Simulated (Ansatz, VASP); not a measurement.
# Cross-check of Al8Ga4P12O47 (V_O2) between VASP and Ansatz

Wanted: the spread between two codes on one cell, functional and k mesh. The cell is taken from a series of runs on this material, whose earlier steps may have relaxed, scaled, displaced or heated it; both programs get it as it stands.

Main program and level: Ansatz 0.2.0; plane waves, with VASP 6.6.1 beside it; single point at PBEsol.

## Step 1: The structure

The cell holds 71 atoms: 8 Al, 4 Ga, 12 P and 47 O. Cell: a = 9.916 Å, b = 9.916 Å, c = 11.035 Å, α = 90.6°, β = 90.6°, γ = 60.3°. It derives from Al2GaP3O12 (Al2GaP3O12 (C2)). Nearest the centre at fractional (0.368, 0.700, 0.372): Ga10 at 1.45 Å, P18 at 1.48 Å, O70 at 2.31 Å, O63 at 2.57 Å, O40 at 2.73 Å, O38 at 2.74 Å, O37 at 2.86 Å, O42 at 3.09 Å. The cell carries charge −1.

Coordinates:

```xyz
71
Lattice="8.5754 -4.9779 -0.0427 8.5754 4.9779 -0.0427 -0.0839 0.0000 11.0343" Properties=species:S:1:pos:R:3 pbc="T T T"
Al    6.5799    1.1369    1.7882
Al    1.9073    1.1415    9.1303
Al    2.3431   -1.3153    1.8188
Al    6.1704    3.5980    9.1861
Al   10.8086   -1.2107    1.8698
Al    6.1950   -1.3532    9.1460
Al   15.1496    1.1426    1.7877
Al   10.4803    1.1606    9.1275
Ga    4.2471    0.1733    5.5189
Ga    8.6227    2.2249    5.2997
Ga    8.5214   -2.3452    5.5040
Ga   12.8367    0.1751    5.4163
P     4.2300    0.1705   10.9593
P    10.7739    3.6305    7.2450
P     6.2336   -1.3216    3.6445
P     8.5919    2.6310   -0.0125
P     6.5054    1.2075    7.4072
P    10.5073    1.3742    3.6216
P     8.5807   -2.3275   -0.0219
P    15.1384    1.1305    7.3141
P    10.5109   -3.7820    3.6263
P    12.8478    0.1720   -0.0362
P    10.8319   -1.3072    7.2979
P     6.2785    3.6053    3.6369
O     5.5980    1.2189    6.1480
O     6.7989   -0.4397    2.5138
O     4.7164   -0.7920    9.8699
O     2.8951    1.2234    4.8745
O     1.6435   -0.4138    8.3974
O     3.7824   -0.6524    1.1019
O     5.4625    1.0538    0.4394
O     6.6769   -0.2502    7.8927
O     4.8499   -0.8095    4.0876
O     3.1345    1.0717   10.3816
O     1.8130   -0.2055    3.0654
O     3.6171   -0.8458    6.8869
O     9.8393    3.5824    6.0496
O    11.2779    2.0910    2.4222
O     9.0283    1.7054    9.9171
O     7.3076    3.5756    4.7551
O     5.8022    2.0216    8.5277
O     8.0802    1.7594    1.1484
O     9.6971    3.5582    0.5126
O    10.9990    2.2420    7.8764
O     7.3829    3.5049   10.4517
O     6.0227    2.2069    3.0335
O     7.8566    1.8313    7.1018
O     9.8665   -1.2635    6.0956
O    11.0278   -2.8068    2.5570
O     9.0639   -3.2117    9.8920
O     7.1835   -1.2845    4.8588
O     5.9801   -2.9350    8.4512
O     8.0402   -3.2357    1.0936
O     9.6500   -1.3941    0.5565
O    10.9905   -2.7392    7.8231
O     9.1016   -3.3580    4.0996
O     7.3786   -1.4473   10.4342
O     6.0730   -2.7504    3.1106
O     7.9649   -3.3393    6.9392
O    14.2311    1.1693    6.0741
O    15.3463   -0.4478    2.4520
O    13.3041   -0.7507    9.8964
O    11.5573    1.2860    4.7992
O    10.2715   -0.4275    8.4297
O    12.2918   -0.6944    1.1015
O    13.9617    1.0812    0.5034
O    15.2755   -0.2810    7.8863
O    13.4635   -0.8940    4.0822
O    11.6755    1.0728   10.4040
O    10.2751   -0.1040    3.1060
O    12.2172   -0.8073    6.8492
```

## Step 2: Ansatz: single point, PBEsol

Ansatz runs on its default PAW (the set named soft_2) files.

With cell and atoms fixed, the geometry can't cause a difference; cores, projectors, grids and the points listed under the comparison can.

input.yaml

```yaml
crystal:
  checkpoint: "../qm1_M1.relax.run"
  host: checkpoint
total_charge: -1
basis:
  ecutwfc: 420
  xc_grid: 2
hamiltonian:
  xc: pbesol
kpoints:
  mp_grid: { grid: [2, 2, 2], shift: [0.5, 0.5, 0.5] }
magnetization:
  spin_polarized: true
  initial_magnetization: 1
  spin_locking: { lock_magnetization: hard }
scf:
  occupations: { method: fermi_dirac, width: 0.01 }
  max_iter: 100
output:
  forces: true
  eigenvalues: true
  charged_corrections:
    epsilon: [2.54, 2.5, 2.55]
    static_epsilon: [5.26, 4.93, 5.05]
    defect_position: [0.367621, 0.699607, 0.372171]
  eigenstates: { localisation: true }
  populations: true
  efg: {}
  band_densities: [{ bands: [v1, v1] }, { bands: [c1, c1] }]
  write_density: true
  write_potential: true
  volumetric_format: npy
  elf: true
checkpoint:
  read: "../qm1_M1.relax.run"
  write: "../qm1_M1.point.run"
  compress: false
  write_wavefunctions: false
  write_every: 100000
```

On the command line:

```sh
$ ansatz run input.yaml --threads 4 --pin off --max-ram 7536MiB --backend cpu --events-out ev --progress --plain --runs-dir out
```

Numbers of over 12 decimals in the logs are rounded to 6 here.

Log:

```text
crystal.checkpoint: the structure is that of <dir>, a `relax` run, at its step 12: its result, under pbesol at a charge of -1 e; 71 atoms read, 0 with a starting moment; crystal.structure_sha256 for this input is
Engine: ansatz 0.2.0, aarch64-unknown-linux-gnu
Pseudopotentials: kind: paw
Pseudopotential: Al, paw, valence charge 3, recommended cutoff 420 eV (normal), Al.paw.azcp
Pseudopotential: Ga, paw, valence charge 13, recommended cutoff 420 eV (normal), Ga.paw.azcp
Pseudopotential: P, paw, valence charge 5, recommended cutoff 420 eV (normal), P.paw.azcp
Pseudopotential: O, paw, valence charge 6, recommended cutoff 420 eV (normal), O.paw.azcp
Functional definition: PBEsol
  exchange = pbesol_x
  correlation = pbesol_c
Crystal: 71 atoms, lattice volume = 942.028 Å³
Basis set: ecut = 420 eV, 18429 PW (Γ), exchange–correlation on 144×144×150 points (8 copies of the dense FFT grid, shifted against one another)
Bands: 281, of which v1, the nominal top of the filled ones, is band 210 counted from 1 (209 counted from 0)
Symmetry: 1 space group operations
Space group: P1 (ITA 1), of the structure as read, at distance tolerance 9.8e-5 Å
Magnetic group: BNS 1.1 (UNI 1), of the structure as read, at distance tolerance 9.8e-5 Å
k-points: 4 of 8 (time reversal used)
Non-local potential: Al, projectors of the file, l = 0: 2, l = 1: 2, l = 2: 1
Non-local potential: Ga, projectors of the file, l = 0: 2, l = 1: 2, l = 2: 3, l = 3: 1
Non-local potential: P, projectors of the file, l = 0: 2, l = 1: 2, l = 2: 2
Non-local potential: O, projectors of the file, l = 0: 2, l = 1: 2, l = 2: 1
PAW form: soft (Blöchl's): semilocal exchange-correlation on the pseudo side does not see the compensation charge
PAW frozen core: Al, regenerated for the run's functional, and the local potential with it (the file was generated under x = pbe(κ = 0.804, μ = 0.219515), c = pbe(β = 0.066725))
PAW frozen core: Ga, regenerated for the run's functional, and the local potential with it (the file was generated under x = pbe(κ = 0.804, μ = 0.219515), c = pbe(β = 0.066725))
PAW frozen core: P, regenerated for the run's functional, and the local potential with it (the file was generated under x = pbe(κ = 0.804, μ = 0.219515), c = pbe(β = 0.066725))
PAW frozen core: O, regenerated for the run's functional, and the local potential with it (the file was generated under x = pbe(κ = 0.804, μ = 0.219515), c = pbe(β = 0.066725))
PAW one-centre angular grid: Al, 110 points (default); XC on 64 Gauss nodes
PAW one-centre angular grid: Ga, 590 points (default); XC on 64 Gauss nodes
PAW one-centre angular grid: P, 110 points (default); XC on 64 Gauss nodes
PAW one-centre angular grid: O, 110 points (default); XC on 64 Gauss nodes
Initial density: read from a saved state, or passed on in memory by an earlier SCF of this step, an earlier step, the calling program or the single point that the run made first
Stability of the state it starts from, as read at its close in the collinear treatment: not read negative (Ritz values of 1 − χ₀K, real part plus size of imaginary part, from 1.0 to 1.3, by its mixing steps under no symmetry); read among states of the locked total moment alone; its run was given moments
Starting moments: Σ|m| = 1 μB on 71 of 71 sites; this step starts from the density that it was given
Initial wavefunctions: pseudopotential atomic-orbital guess — the wavefunctions supplied were not used: k-point sampling differs
Functional: x = pbesol(κ = 0.804, μ = 0.123457), c = pbesol(β = 0.046)
iter 1 solved again at ethr=6.90e-8 eV; its pass at ethr=3.10e-3 eV (dr2=2.89e-4 eV) is discarded
SCF iter   1: F=—  HF=-54458.808998 eV  |F-HF|=—  |Δ(HF+E_count)|=         —  Δρ=7.69e-5 (↑7.69e-5 ↓6.16e-5)  dr2=1.07e-4  dr2_m=3.11e-6  M=1.000 μB ∫|m|=1.100 μB  β_m=0.30  ethr=6.90e-8  ⟨swp⟩=10.1  Hψ=20890  notcnv=0  defer=1
preconditioner: auto → Resta (q_TF=auto, 2.384 Å⁻¹)  ε∞=3.2  [insulator: Δε(μ)=1.506 eV  Ē_g=16.827 eV  σ=0.010 eV  W_gap=1.00  n_scr=212 (ndim 8)  ℏωp=24.8 eV  f_vac=0.129  D(μ)=0.00/eV (n_scr^D=0)  ε∞_Penn≈3.2]
spin=Collinear: Resta preconditioning applied to the charge; magnetization (m = ρ↑ − ρ↓) channel mixes plain (no charge-response kernel on spin).
SCF iter   2: F=—  HF=-54458.808968 eV  |F-HF|=—  |Δ(HF+E_count)|=   3.03e-5  Δρ=4.74e-5 (↑4.74e-5 ↓3.91e-5)  dr2=3.42e-5  dr2_m=1.81e-6  M=1.000 μB ∫|m|=1.100 μB  β_m=0.46  ethr=2.56e-8  ⟨swp⟩=2.0  Hψ=3218  notcnv=0
SCF iter   3: F=—  HF=-54458.807762 eV  |F-HF|=—  |Δ(HF+E_count)|=   1.21e-3  Δρ=1.69e-5 (↑1.69e-5 ↓1.38e-5)  dr2=5.19e-6  dr2_m=3.61e-7  M=1.000 μB ∫|m|=1.100 μB  β_m=0.57  ethr=8.16e-9  ⟨swp⟩=3.0  Hψ=3450  notcnv=0
[...]
k-point 2 ↑: bands = [... 206 lower, 2.4425, 2.5083, 3.1135, 6.3418, 8.0184, 8.4614, 8.6948, 9.1685, ... 67 higher]
  k-point 3 ↓: bands = [... 206 lower, 2.4660, 2.5378, 3.3816, 7.0608, 8.0315, 8.5067, 8.7751, 9.0964, ... 67 higher]
--- Löwdin populations: 71 sites ---
  site symbol       q [e]    m [muB]
     0     Al      1.6241     0.0038
     1     Al      1.6205     0.0006
     2     Ga     11.8895     0.0019
     3      P      2.7773     0.0002
     4      P      2.8094     0.0038
     5      P      2.7929     0.0003
     6      O      6.7209     0.0004
     7      O      6.7913     0.0007
     8      O      6.7917     0.0001
     9      O      6.7237     0.0001
    10      O      6.7982     0.0006
    11      O      6.7950     0.0003
    12      O      6.7889     0.0001
    13      O      6.7987     0.0010
    14      O      6.7172     0.0003
    15      O      6.7884     0.0001
    16      O      6.7848     0.0001
    17      O      6.7243     0.0016
    18     Al      1.6431     0.0029
    19     Al      1.6229     0.0015
    20     Ga     12.5183     0.4937
    21      P      2.7786     0.0001
    22      P      2.8161     0.0036
    23      P      3.4326     0.2116
[...]
63      O      6.7922     0.0004
    64      O      6.7915     0.0004
    65      O      6.7909     0.0003
    66      O      6.7805     0.0002
    67      O      6.7232     0.0041
    68      O      6.7904     0.0002
    69      O      6.7841     0.0104
    70      O      6.7203     0.0011
  spilling = 0.013177 (of n_electrons = 419.000000)
--- Band densities, each state counted as filled ---
  window                                       electrons  max residual (eV)  cut levels
  bands: [v1, v1]                    1.000000 + 1.000000             3.4e-4           0
  bands: [c1, c1]                    1.000000 + 1.000000             2.4e-4           0
```

## Step 3: VASP: single point, PBEsol

The same cell, functional, mesh and smearing now go to VASP, with its own data sets.

Lines of VASP's logs that name or quote its potential files are left out, and so is its time.

INCAR

```
SYSTEM = Al8Ga4P12O47
PREC = Accurate
ENCUT = 520
EDIFF = 1E-06
NELM = 200
ISMEAR = -1
SIGMA = 0.01
LREAL = Auto
ALGO = Normal
GGA = PS
NELECT = 419
NBANDS = 264
ISPIN = 2
MAGMOM = 0 0 -0 0 0 0 0 0 0 0.12 0 0 0 0 0 0 0 0.06 0 0 0 0 0 0 0 0 0 0 0 0 0 0 0 0 0 0 0.01 0.06 0 0.03 0.01 0 -0 0 0 0 0.06 0 0 0 0 0 0 0 0 0 0 0 0 0 0 0 0 0 0 0 0 0 0 0.01 0
LORBIT = 11
LWAVE = .FALSE.
LCHARG = .FALSE.
ISIF = 2
ISYM = 0
NUPDOWN = 1
LASPH = .TRUE.
GGA_COMPAT = .FALSE.
KPAR = 4
```

POSCAR

```
Al8Ga4P12O47
1.0
    8.5754128112     -4.9779479945     -0.0427180058
    8.5754128112      4.9779479945     -0.0427180058
   -0.0838676572      0.0000000000     11.0343038487
Al Ga P O
8 4 12 47
Direct
    0.2702630493      0.4986476352      0.1650305826
    0.0006060628      0.2299134052      0.8283408058
    0.2695460417      0.0053155898      0.1658909978
    0.0024575412      0.7252521178      0.8353229909
    0.7526682690      0.5094554813      0.1743369826
    0.5011947282      0.2293487793      0.8317017773
    0.7693777014      0.9989023534      0.1688615978
    0.4985599279      0.7317107895      0.8319555006
    0.2326848034      0.2674885196      0.5020954089
    0.2816502655      0.7285998771      0.4842008560
    0.7348632863      0.2637500495      0.5026779712
    0.7332989769      0.7684735482      0.4966739909
    0.2343782415      0.2686253896      0.9951528990
    0.2667640425      0.9960786533      0.6614807623
    0.4978385660      0.2323390400      0.3331123306
    0.2367134501      0.7652382737      0.0027473272
    0.2613215662      0.5038858600      0.6742551612
    0.4762415818      0.7523016122      0.3329685579
    0.7340914050      0.2665385263      0.0018930345
    0.7723910231      0.9994842365      0.6697095040
    0.9943559370      0.2346055589      0.3333980575
    0.7318486026      0.7663915332      0.0025168886
    0.7661240129      0.5035213634      0.6662995971
    0.0055768588      0.7298283315      0.3324436646
    0.2067020825      0.4515719336      0.5597177937
    0.4417159694      0.3533787195      0.2308929396
    0.3589295141      0.1998359432      0.8966338104
    0.0480887132      0.2938494881      0.4430833609
    0.1411188850      0.0579891323      0.7617935426
    0.2865631581      0.1555083755      0.1015709362
    0.2128561264      0.4245483822      0.0422931683
    0.4179515894      0.3676822656      0.7183326713
    0.3659099523      0.2032949235      0.3726458871
    0.0797257347      0.2950122595      0.9422949532
    0.1277074079      0.0864342363      0.2786368584
    0.2989100281      0.1290034241      0.6257901447
    0.2165706055      0.9362217723      0.5527188412
    0.4486432623      0.8686957929      0.2246169453
    0.3595238085      0.7021183523      0.9028658571
    0.0690533207      0.7873492411      0.4342528289
    0.1390368654      0.5451534998      0.7754829779
    0.2949351331      0.6483747421      0.1077275500
    0.2082527843      0.9230446598      0.0508341887
    0.4196377165      0.8700165533      0.7188056446
    0.0830721738      0.7871656801      0.9505684454
    0.1308527980      0.5741828594      0.2776492186
    0.2773071344      0.6451979989      0.6471822939
    0.7049098809      0.4510916456      0.5568956788
    0.9260696254      0.3622256301      0.2367238186
    0.8554776898      0.2102887759      0.9006013248
    0.5500364303      0.2919909069      0.4435950023
    0.6472401297      0.0576349655      0.7686325062
    0.7942944569      0.1442969938      0.1027398899
    0.7029483513      0.4228931490      0.0547927658
    0.9194405650      0.3691697918      0.7139655612
    0.8698095115      0.1952272130      0.3756522029
    0.5802254529      0.2894871580      0.9489834712
    0.6317481047      0.0792262724      0.2846531986
    0.8029067688      0.1320905468      0.6324984770
    0.7150390175      0.9499300072      0.5569164499
    0.9408865499      0.8509281005      0.2291560474
    0.8555306916      0.7047274621      0.9029196796
    0.5468409788      0.8051839861      0.4401645739
    0.6455921515      0.5597106431      0.7686173983
    0.7869577630      0.6474535241      0.1053791943
    0.7057101248      0.9229041502      0.0519249726
    0.9224114777      0.8659600928      0.7216298998
    0.8766424857      0.6970432249      0.3760433671
    0.5776337490      0.7931479226      0.9481880269
    0.6109488256      0.5900499161      0.2861347487
    0.7964872971      0.6343199415      0.6262619775
```

KPOINTS

```
Points of the shifted mesh
8
Reciprocal
 0.2500000000  0.2500000000  0.2500000000 1
 0.2500000000  0.2500000000  0.7500000000 1
 0.2500000000  0.7500000000  0.2500000000 1
 0.2500000000  0.7500000000  0.7500000000 1
 0.7500000000  0.2500000000  0.2500000000 1
 0.7500000000  0.2500000000  0.7500000000 1
 0.7500000000  0.7500000000  0.2500000000 1
 0.7500000000  0.7500000000  0.7500000000 1
```

Potentials, in the order of the species: Al, Ga_d, P and O (PBE family, release 64).

On the command line:

```sh
$ mpirun -np 8 vasp_std
```

Log:

```text
[banner, memory and clock lines left out]
running    8 mpi-ranks, on    1 nodes
[...]
|                                                                             |
|           W    W    AA    RRRRR   N    N  II  N    N   GGGG   !!!           |
|           W    W   A  A   R    R  NN   N  II  NN   N  G    G  !!!           |
|           W    W  A    A  R    R  N N  N  II  N N  N  G       !!!           |
|           W WW W  AAAAAA  RRRRR   N  N N  II  N  N N  G  GGG   !            |
|           WW  WW  A    A  R   R   N   NN  II  N   NN  G    G                |
|           W    W  A    A  R    R  N    N  II  N    N   GGGG   !!!           |
|                                                                             |
|     For optimal performance we recommend to set                             |
|       NCORE = 2 up to number-of-cores-per-socket                            |
|     NCORE specifies how many cores store one orbital (NPAR=cpu/NCORE).      |
|     This setting can greatly improve the performance of VASP for DFT.       |
[...]
DAV:   5    -0.597120037432E+03   -0.17728E+01   -0.17657E+01 11432   0.962E+00BRMIX: very serious problems
 the old and the new charge density differ
 old charge density:   418.00000 new  419.00000
BRMIX: very serious problems
 the old and the new charge density differ
 old charge density:   418.00000 new  419.00000
BRMIX: very serious problems
 the old and the new charge density differ
 old charge density:   418.00000 new  419.00000
BRMIX: very serious problems
 the old and the new charge density differ
 old charge density:   418.00000 new  419.00000
    0.800E+01
DAV:   6    -0.530398365864E+03    0.66722E+02   -0.26615E+02 13136   0.493E+01    0.415E+01
DAV:   7    -0.531349654279E+03   -0.95129E+00   -0.23118E+01 10752   0.932E+00    0.119E+01
DAV:   8    -0.531179855839E+03    0.16980E+00   -0.16331E+00 11976   0.339E+00    0.459E+00
DAV:   9    -0.531190178754E+03   -0.10323E-01   -0.16219E-01 14272   0.170E+00    0.233E+00
[...]
DAV:  15    -0.531222399612E+03   -0.27746E-04   -0.35838E-05 12552   0.222E-02    0.182E-02
DAV:  16    -0.531222405526E+03   -0.59144E-05   -0.15938E-05 10504   0.125E-02    0.624E-03
DAV:  17    -0.531222406147E+03   -0.62088E-06   -0.31814E-06  7992   0.667E-03
   1 F= -.53122241E+03 E0= -.53122241E+03  d E =-.691003E-14  mag=     1.0000
```

From OUTCAR (step 3):

```text
  FREE ENERGIE OF THE ION-ELECTRON SYSTEM (eV)
  ---------------------------------------------------
  free  energy   TOTEN  =      -531.2224061469 eV

  energy  without entropy=     -531.2224061469  energy(sigma->0) =     -531.22240615

 magnetization (x)
# of ion       s       p       d       tot
------------------------------------------
    1        0.000  -0.000   0.000  -0.000
    2        0.000   0.000   0.000   0.000
    3       -0.000  -0.000   0.000  -0.001
    4        0.000  -0.000   0.000  -0.000
    5        0.001   0.001   0.000   0.001
    6        0.000   0.000   0.000   0.000
    7        0.000   0.000   0.000   0.000
    8        0.000  -0.000   0.000   0.000
    9        0.000  -0.000   0.000   0.000
   10        0.242   0.059   0.003   0.305
   11        0.001  -0.000  -0.000   0.000
   12        0.006   0.002   0.000   0.009
   13        0.000   0.000   0.000   0.000
[...]
--------------------------------------------------
tot          0.349   0.320   0.003   0.672

[... 2 further parts left out ...]
[key lines of the parts left out:]
E-fermi :   1.9594
```

The run ends at a pressure of 1.25 GPa, with forces up to 0.063 eV/Å.

## Step 4: Differences

Known differences besides the potentials themselves: VASP starts from the moments at which Ansatz ended; the cutoff is 420 eV in Ansatz and 520 eV in VASP (PREC = Accurate, projectors in real space); Ansatz makes its cores anew for this functional, VASP keeps those of its PBE data sets; site moments are counted in spheres of each program's own size. Total energies have different zeros and are not compared.

The two programs side by side:

```csv
quantity,Ansatz,VASP,difference
"total moment, fixed by the input (μB)",1.00,1.00,0.00
moment on Ga10 (μB),0.12,0.30,-0.18
moment on P18 (μB),0.06,0.13,-0.08
moment on O47 (μB),0.06,0.06,-0.01
moment on O38 (μB),0.06,0.06,0.00
```

At this near-relaxed geometry the largest component of a force difference is 43 meV/Å. The cell carries a charge of -1 e against a uniform background, so its pressure also hangs on how the neutralising background is counted, and in a defect's cell a gap may be the spacing between its levels. The total moments and the pattern agree; the site moments differ because the programs count them in spheres of different size.

## Step 5: Results

```json
{"r.m.s. force difference (single point, PBEsol)": "19 meV/Å"}
```

What this shows: The r.m.s. force difference is 19 meV/Å (single point, PBEsol), beyond the 12 meV/Å picked in this series as the mark of a large difference. What causes the difference of the single point, PBEsol pair stays open here. How closely two codes agree says nothing of how well the functional describes the real material.

[Lines on the potential files, build, host, timing and source positions are cut from VASP's logs without a mark.]

[Logs are printed without paths, hosts, clocks, repeated set-up lines and the standing remarks that a program may print on its own settings, such as how far it seeks lower states.]

[Hosts, paths, dates, database ids (printed as entryN), source tags and the programs' standing remarks are cut or masked in the printed files.]
